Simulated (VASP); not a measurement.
Output of a VASP run:

### OSZICAR
```
...
RMM:  10    -0.266286705711E+00   -0.74804E-07   -0.83907E-09   435   0.472E-04    0.126E-04
RMM:  11    -0.266286869645E+00   -0.16393E-06   -0.13680E-08   461   0.105E-04    0.880E-05
RMM:  12    -0.266287041750E+00   -0.17211E-06   -0.55823E-08   457   0.418E-05    0.457E-05
RMM:  13    -0.266287222803E+00   -0.18105E-06   -0.33551E-08   445   0.373E-05    0.466E-06
RMM:  14    -0.266287205612E+00    0.17190E-07   -0.23526E-08   483   0.145E-05    0.454E-06
RMM:  15    -0.266287195810E+00    0.98018E-08    0.34050E-09   353   0.917E-06    0.937E-07
 Linear response progress:
  Degree of freedom:   3/  4
       N       E                     dE             d eps       ncg     rms          rms(c)
RMM:   1    -0.997009918877E-01   -0.99701E-01    0.26439E-02  1834   0.233E+00
RMM:   2    -0.982853614615E-01    0.14156E-02   -0.25053E-03  1212   0.338E-01    0.181E-01
RMM:   3    -0.984786566829E-01   -0.19330E-03   -0.93867E-05  1270   0.658E-02    0.101E-01
RMM:   4    -0.987942370042E-01   -0.31558E-03   -0.58271E-05  1271   0.474E-02    0.114E-02
RMM:   5    -0.987423149741E-01    0.51922E-04    0.14459E-06  1321   0.115E-02    0.410E-03
RMM:   6    -0.987309652817E-01    0.11350E-04   -0.10057E-05  1327   0.297E-03    0.215E-03
RMM:   7    -0.987410091491E-01   -0.10044E-04   -0.36286E-06  1253   0.169E-03    0.296E-04
RMM:   8    -0.987387603799E-01    0.22488E-05   -0.51995E-07  1346   0.416E-04    0.122E-04
RMM:   9    -0.987376763638E-01    0.10840E-05   -0.64248E-07  1384   0.205E-04    0.313E-05
RMM:  10    -0.987379438803E-01   -0.26752E-06   -0.38035E-07  1856   0.651E-05    0.150E-05
RMM:  11    -0.987380096298E-01   -0.65750E-07   -0.17541E-08  1912   0.415E-05    0.755E-06
RMM:  12    -0.987380733534E-01   -0.63724E-07   -0.19242E-08  1904   0.406E-05    0.129E-06
RMM:  13    -0.987380683275E-01    0.50259E-08   -0.18291E-08  1883   0.366E-05    0.105E-06
 Linear response progress:
  Degree of freedom:   4/  4
       N       E                     dE             d eps       ncg     rms          rms(c)
RMM:   1    -0.124747166929E+00   -0.12475E+00    0.52319E-03   601   0.227E+00
RMM:   2    -0.121740869615E+00    0.30063E-02   -0.25778E-03   418   0.340E-01    0.286E-01
RMM:   3    -0.121583813575E+00    0.15706E-03   -0.22043E-04   434   0.862E-02    0.173E-01
RMM:   4    -0.121595016641E+00   -0.11203E-04   -0.79848E-05   436   0.628E-02    0.504E-02
RMM:   5    -0.121646279966E+00   -0.51263E-04   -0.18396E-05   432   0.276E-02    0.107E-02
RMM:   6    -0.121659552035E+00   -0.13272E-04   -0.91768E-07   445   0.569E-03    0.377E-03
RMM:   7    -0.121663085870E+00   -0.35338E-05   -0.21595E-07   447   0.262E-03    0.107E-03
RMM:   8    -0.121662284440E+00    0.80143E-06   -0.13727E-08   447   0.766E-04    0.527E-04
RMM:   9    -0.121661692700E+00    0.59174E-06   -0.10083E-08   435   0.518E-04    0.118E-04
RMM:  10    -0.121662021132E+00   -0.32843E-06   -0.12659E-08   454   0.123E-04    0.421E-05
RMM:  11    -0.121662302773E+00   -0.28164E-06   -0.56189E-08   405   0.968E-05    0.120E-05
RMM:  12    -0.121662264448E+00    0.38325E-07   -0.48441E-08   474   0.235E-05    0.687E-06
RMM:  13    -0.121662252500E+00    0.11948E-07   -0.42405E-08   409   0.135E-05    0.128E-06
RMM:  14    -0.121662257309E+00   -0.48085E-08   -0.44871E-08   360   0.676E-06    0.674E-07
 Linear response finished
```

**OUTCAR**
```
------------------------ aborting loop because EDIFF is reached ----------------------------------------

 HEAD OF MICROSCOPIC STATIC DIELECTRIC TENSOR (INDEPENDENT PARTICLE, excluding Hartree and local field effects)
 ------------------------------------------------------
          17.428344    -0.000003     0.000000
          -0.000003    17.428347    -0.000000
           0.000000    -0.000000    13.816913
 ------------------------------------------------------

 MACROSCOPIC STATIC DIELECTRIC TENSOR (including local field effects in DFT)
 ------------------------------------------------------
          16.360168    -0.000003    -0.000000
          -0.000003    16.360171     0.000000
           0.000000     0.000000     9.934244
 ------------------------------------------------------

 PIEZOELECTRIC TENSOR (including local field effects)  for field in x, y, z        (e  Angst)
          XX          YY          ZZ          XY          YZ          ZX
  --------------------------------------------------------------------------------
  x     0.00000     0.00000     0.00000     0.00000     0.00000     0.00000
  y     0.00000     0.00000     0.00000     0.00000     0.00000     0.00000
  z     0.00000     0.00000     0.00000     0.00000     0.00000     0.00000

 PIEZOELECTRIC TENSOR (including local field effects)  for field in x, y, z        (C/m^2)
          XX          YY          ZZ          XY          YZ          ZX
  --------------------------------------------------------------------------------
  x     0.00000     0.00000     0.00000     0.00000     0.00000     0.00000
  y     0.00000     0.00000     0.00000     0.00000     0.00000     0.00000
  z     0.00000     0.00000     0.00000     0.00000     0.00000     0.00000

 BORN EFFECTIVE CHARGES (including local field effects) (in |e|, cummulative output)
 ---------------------------------------------------------------------------------
 ion    1
    1     2.93316    -0.00000    -0.00000
    2    -0.00000     2.93316     0.00000
    3     0.00000    -0.00000     0.27901
 ion    2
    1    -1.46658     0.00000    -0.00000
    2     0.00000    -1.46658     0.00000
    3    -0.00000     0.00000    -0.13951
 ion    3
    1    -1.46658     0.00000    -0.00000
    2     0.00000    -1.46658     0.00000
    3    -0.00000     0.00000    -0.13951

   1 f  =   10.864510 THz    68.263730 2PiTHz  362.401048 cm-1    44.931983 meV
             X         Y         Z           dx          dy          dz
      0.000000  0.000000  0.000000     0.000000   -0.000000    0.000000
      1.737287  1.003021  4.272608    -0.000000    0.000000   -0.707107
     -0.000002  2.006046  1.207483    -0.000000    0.000000    0.707107

   2 f  =   10.310805 THz    64.784699 2PiTHz  343.931437 cm-1    42.642044 meV
             X         Y         Z           dx          dy          dz
      0.000000  0.000000  0.000000     0.262697   -0.422583    0.000000
      1.737287  1.003021  4.272608    -0.323821    0.520910   -0.000000
     -0.000002  2.006046  1.207483    -0.323821    0.520910   -0.000000

   3 f  =   10.310803 THz    64.784687 2PiTHz  343.931373 cm-1    42.642036 meV
             X         Y         Z           dx          dy          dz
      0.000000  0.000000  0.000000    -0.422583   -0.262697   -0.000000
      1.737287  1.003021  4.272608     0.520910    0.323821    0.000000
     -0.000002  2.006046  1.207483     0.520910    0.323821    0.000000

   4 f  =    9.988479 THz    62.759462 2PiTHz  333.179782 cm-1    41.309010 meV
             X         Y         Z           dx          dy          dz
      0.000000  0.000000  0.000000    -0.000000    0.000000    0.497523
      1.737287  1.003021  4.272608     0.000000   -0.000000   -0.613380
     -0.000002  2.006046  1.207483    -0.000000    0.000000   -0.613380

   5 f  =    9.901165 THz    62.210853 2PiTHz  330.267307 cm-1    40.947909 meV
...
```
(Selected blocks of OUTCAR.)

### POSCAR
```
PtS2
1
    3.4745710000     0.0000000000     0.0000000000
   -1.7372860000     3.0090670000     0.0000000000
    0.0000000000     0.0000000000     5.4800910000
Pt S
1 2
Direct
  0.0000000000   0.0000000000   0.0000000000
  0.6666670000   0.3333330000   0.7796600000
  0.3333330000   0.6666670000   0.2203400000
```

Q: Write an INCAR and KPOINTS that could have produced this output.

A: This is not unique; one that fits is the input of the run itself, PBE GGA, plane waves, VASP's PBE PAW potentials (set 64).

### INCAR
```
ALGO = Normal
EDIFF = 1E-8
ENCUT = 300
GGA = PE
IBRION = 8
ISIF = 2
ISMEAR = -1
LASPH = .TRUE.
LCHARG = .FALSE.
LEPSILON = .TRUE.
LMAXMIX = 6
LREAL = .FALSE.
LWAVE = .FALSE.
NELM = 100
NSW = 1
PREC = Accurate
SIGMA = 0.01
SYSTEM = PtS2
```

File KPOINTS:
```
Automatic mesh
0
Gamma
4 4 3
0 0 0
```

POTCAR, in this order: Pt S (PBE.64 set). Program: vasp_std.

The dielectric response may not be converged in the k-mesh; for small gaps it tends to come out too large.

The structure comes from a computed database's PtS2 entry; how it stands against other phases isn't given here. The cell was not relaxed at this level. The k-mesh is coarse (spacing up to 0.52 per Å, 2π included), so the numbers may not be converged in it. The run is one of a series of settings (EDIFF = 1E-8, IBRION = 8, LEPSILON = .TRUE., NSW = 1, KPOINTS 4×4×3 Γ-centred mesh against the base run), some of them coarse on purpose.
